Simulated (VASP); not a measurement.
Wanted: the native input for a VASP 6.6.1 run.

* Task: electron localisation function
* Functional: PBE
* Potentials or basis: VASP PAW PBE potentials, release 64 (F, B, O, Si, H)
* Cutoff: 520 eV
* k mesh: 1 × 1 × 1
* Occupations: gaussian, width 0.01 eV
* Spin: no spin polarisation
* Further INCAR settings: ALGO = Normal; EDIFF = 1e-06

The structure of FB2OSiH3 lies in POSCAR:

```
SiB2H3OF
1.0
   13.0000000000      0.0000000000      0.0000000000
    0.0000000000     13.0000000000      0.0000000000
    0.0000000000      0.0000000000     13.0000000000
F B O Si H
1 2 1 1 3
Direct
    0.4566000000      0.4277384600      0.6545461500
    0.4877846200      0.4696538500      0.5687230800
    0.5706923100      0.5664307700      0.5263076900
    0.5549846200      0.5568769200      0.4228923100
    0.4669846200      0.4584384600      0.4135461500
    0.6290538500      0.6296153800      0.5592538500
    0.3729461500      0.4964461500      0.3603692300
    0.5113615400      0.3736153800      0.3506846200
```

These files were run (other wordings do the same):

INCAR

```
PREC = Accurate ; ENCUT = 520
EDIFF = 1E-6 ; ISMEAR = 0
SIGMA = 0.01 ; LREAL = False
LASPH = True ; NELM = 80
ALGO = Normal ; ISIF = 2
LWAVE = False ; LCHARG = True
GGA = PE ; LELF = True
```

KPOINTS

```
regular mesh
0
Gamma
  1 1 1
```

Potentials or basis: VASP PAW PBE potentials, release 64 (F, B, O, Si, H).

Command:

```sh
$ cat potpaw_PBE.64/F/POTCAR potpaw_PBE.64/B/POTCAR potpaw_PBE.64/O/POTCAR potpaw_PBE.64/Si/POTCAR potpaw_PBE.64/H/POTCAR > POTCAR
$ mpirun -np 1 vasp_gam > vasp.out
```

Results of the run:

```
Largest force                   : 0.745 eV/Å
Gap between the frontier levels : 2.12 eV
```

It took 5 min on 1 thread of AMD EPYC 7R43 64-Core Processor (Zen 3), on a shared host, peak memory 1.5 GiB.
